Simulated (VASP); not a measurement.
# Settings for BBrCl₂: relaxation of the atoms

BBrCl₂, molecule in box, 4 atoms in the cell. PBEsol; PAW potentials Cl, B, Br (PBE set). VASP 6.6.1.

Wanted: energy within 2 meV/atom; shortest distances from each atom, periodic images included within 0.005 Å.

What the run is for: geometry; Accuracy asked: standard.

POSCAR:
```
BBrCl2
1.0
   11.0000000000      0.0000000000      0.0000000000
    0.0000000000     12.0000000000      0.0000000000
    0.0000000000      0.0000000000     12.0000000000
Cl B Br
2 1 1
Direct
    0.5811830000      0.5864940000      0.6175570000
    0.5585980000      0.3979250000      0.4575190000
    0.5137070000      0.5298560000      0.4881130000
    0.4258290000      0.6050920000      0.3860220000
```

The series start from Plane-wave cutoff (eV): 420; Ionic threshold (EDIFFG): -0.01; Electronic threshold (eV): 1e-6; Precision mode (PREC): Accurate; Relaxation algorithm: IBRION=2; Electronic steps between moves: NELMIN=4 ALGO=Normal. Each series keeps the choices made before it, and each single choice may use up half of a tolerance.

## Plane-wave cutoff (eV)

| Plane-wave cutoff (eV) | Energy less reference (meV/atom) | Shortest distances from each atom, periodic images included, largest deviation (Å) | Time (s) |
|---|---|---|---|
| 290 | 6.1 | 0.0017 | 540 |
| 320 | 1.7 | 0.0014 | 486 |
| 370 | 0.0 | 0.0011 | 717 |
| 420 | 0.1 | 0.0004 | 682 |
| 510 (reference) | 0.0 | 0.0000 | 1192 |

Chosen: 370, the loosest value from which every tighter one stays within half of the tolerance.

## Ionic threshold (EDIFFG)

| Ionic threshold (EDIFFG) | Energy less reference (meV/atom) | Shortest distances from each atom, periodic images included, largest deviation (Å) | Time (s) |
|---|---|---|---|
| -0.1 | 0.2 | 0.0120 | 531 |
| -0.05 | 0.0 | 0.0020 | 612 |
| -0.02 | 0.0 | 0.0007 | 590 |
| -0.01 | 0.0 | 0.0007 | 717 |
| -0.005 | 0.0 | 0.0002 | 806 |
| -0.002 (reference) | 0.0 | 0.0000 | 702 |

Chosen: -0.05.

## Electronic threshold (eV)

| Electronic threshold (eV) | Energy less reference (meV/atom) | Shortest distances from each atom, periodic images included, largest deviation (Å) | Time (s) |
|---|---|---|---|
| 0.0001 | 0.0 | 0.0021 | 357 |
| 1e-5 | 0.0 | 0.0051 | 507 |
| 1e-6 | 0.0 | 0.0011 | 612 |
| 1e-7 (reference) | 0.0 | 0.0000 | 803 |

Chosen: 1e-6.

The choices weren't compared together with a run at all the tightest settings, so their joint error isn't shown.

## The input

INCAR:
```
ALGO = Normal
EDIFF = 1E-6
EDIFFG = -0.05
EFERMI = MIDGAP
ENCUT = 370
GGA = PS
GGA_COMPAT = False
IBRION = 2
ISIF = 0
ISMEAR = 0
LASPH = True
LCHARG = False
LREAL = False
LWAVE = False
NELM = 120
NELMDL = -8
NELMIN = 4
NSW = 120
PREC = Accurate
SIGMA = 0.03
```

KPOINTS:
```
k-points
0
Gamma
  1 1 1
```

Commands:
```
cat potpaw_PBE.64/Cl/POTCAR potpaw_PBE.64/B/POTCAR potpaw_PBE.64/Br/POTCAR > POTCAR
mpirun -np 1 vasp_gam > vasp.out
```

The chosen input took VASP 6.6.1 612 s on 1 core (Intel Xeon Platinum 8375C @ 2.90GHz (Ice Lake)), a shared host.

## An input that fails: ionic step far too long

It gives no converged result.

Changes against the starting input:
```
- NSW = 120
- NELM = 120
- IBRION = 2
+ NSW = 30
+ NELM = 78
+ IBRION = 1
+ POTIM = 3.0
```
